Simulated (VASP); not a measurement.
An input for Quantum ESPRESSO's pw.x (written as the equivalent of a VASP run, and not itself run):

```
&CONTROL
  calculation = 'vc-relax'
  pseudo_dir = './pseudo'
  outdir = './out'
  tprnfor = .true.
  tstress = .true.
  nstep = 60
  forc_conv_thr = 0.00039
/
&SYSTEM
  ibrav = 0
  nat = 2
  ntyp = 1
  ecutwfc = 84
  occupations = 'smearing'
  smearing = 'methfessel-paxton'
  degauss = 0.00735
  input_dft = 'pz'
/
&ELECTRONS
  conv_thr = 7.3e-08
  electron_maxstep = 100
/
&IONS
/
&CELL
/
ATOMIC_SPECIES
  Zn 65.380 Zn.upf
CELL_PARAMETERS angstrom
     1.3040108   -2.2586133    0.0000000
     1.3040108    2.2586133   -0.0000000
     0.0000000    0.0000000    4.5854672
ATOMIC_POSITIONS crystal
  Zn   0.3333330  0.6666670  0.2500000
  Zn   0.6666670  0.3333330  0.7500000
K_POINTS automatic
  14 14 7 0 0 0
```

### Question
Write the VASP files for the same calculation (LDA).

### Answer
Several could match; the one computed here: 
KPOINTS:
```
Regular mesh
0
Gamma
14 14 7
0 0 0
```

**POSCAR**
```
Zn
1
    1.3040107519    -2.2586132752     0.0000000000
    1.3040107519     2.2586132752    -0.0000000000
    0.0000000000     0.0000000000     4.5854672318
Zn
2
Direct
  0.3333330000   0.6666670000   0.2500000000
  0.6666670000   0.3333330000   0.7500000000
```

**INCAR**
```
SYSTEM = Zn
PREC = Accurate
ENCUT = 520
EDIFF = 1E-6
NELM = 100
ALGO = Normal
LREAL = .FALSE.
LASPH = .TRUE.
ISMEAR = 1
SIGMA = 0.1
LMAXMIX = 4
LWAVE = .FALSE.
LCHARG = .FALSE.
IBRION = 2
ISIF = 3
NSW = 60
EDIFFG = -0.01
```

POTCAR, in this order: Zn (LDA.64 set). Program: vasp_std.

Limits of the translation: the potentials are each code's own (VASP's PAW set, PseudoDojo norm-conserving files in pw.x), so ENCUT and ecutwfc are chosen apart and not converted; conv_thr bounds pw.x's estimated SCF error, while EDIFF bounds the energy change between steps; forc_conv_thr acts on force components and is met together with etot_conv_thr.

The compound is Zn in the hcp structure. This run relaxes it. Symmetry was kept, so distortions that lower it aren't found. The start is the result of an earlier pass.
